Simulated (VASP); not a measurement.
VASP ran on this input.

File KPOINTS:
```
Automatic mesh
0
Gamma
6 6 6
0 0 0
```

File POSCAR:
```
KI
1
    0.0000000000     3.5350000000     3.5350000000
    3.5350000000     0.0000000000     3.5350000000
    3.5350000000     3.5350000000     0.0000000000
K I
1 1
Direct
  0.0000000000   0.0000000000   0.0000000000
  0.5000000000   0.5000000000   0.5000000000
```

**INCAR**
```
SYSTEM = KI
PREC = Accurate
ENCUT = 520
EDIFF = 1E-6
NELM = 100
ALGO = Normal
LREAL = .FALSE.
LASPH = .TRUE.
ISMEAR = 0
SIGMA = 0.05
LMAXMIX = 4
LWAVE = .FALSE.
LCHARG = .FALSE.
IBRION = 2
ISIF = 3
NSW = 60
EDIFFG = -0.01
```

POTCAR, in this order: K_sv I (LDA.64 set). Program: vasp_std.

Question: Translate this LDA calculation to Quantum ESPRESSO's pw.x.

Answer: One equivalent input (not run):
```
&CONTROL
  calculation = 'vc-relax'
  pseudo_dir = './pseudo'
  outdir = './out'
  tprnfor = .true.
  tstress = .true.
  nstep = 60
  forc_conv_thr = 0.00039
/
&SYSTEM
  ibrav = 0
  nat = 2
  ntyp = 2
  ecutwfc = 72
  occupations = 'smearing'
  smearing = 'gaussian'
  degauss = 0.003675
  input_dft = 'pz'
/
&ELECTRONS
  conv_thr = 7.3e-08
  electron_maxstep = 100
/
&IONS
/
&CELL
/
ATOMIC_SPECIES
  K 39.098 K.upf
  I 126.904 I.upf
CELL_PARAMETERS angstrom
     0.0000000    3.5350000    3.5350000
     3.5350000    0.0000000    3.5350000
     3.5350000    3.5350000    0.0000000
ATOMIC_POSITIONS crystal
  K    0.0000000  0.0000000  0.0000000
  I    0.5000000  0.5000000  0.5000000
K_POINTS automatic
  6 6 6 0 0 0
```
What does not carry over: the potentials are each code's own (VASP's PAW set, PseudoDojo norm-conserving files in pw.x), so ENCUT and ecutwfc are chosen apart and not converted; conv_thr bounds pw.x's estimated SCF error, while EDIFF bounds the energy change between steps; forc_conv_thr acts on force components and is met together with etot_conv_thr.

The compound is KI in the rock salt structure. This run relaxes it. Symmetry was kept, so distortions that lower it aren't found.
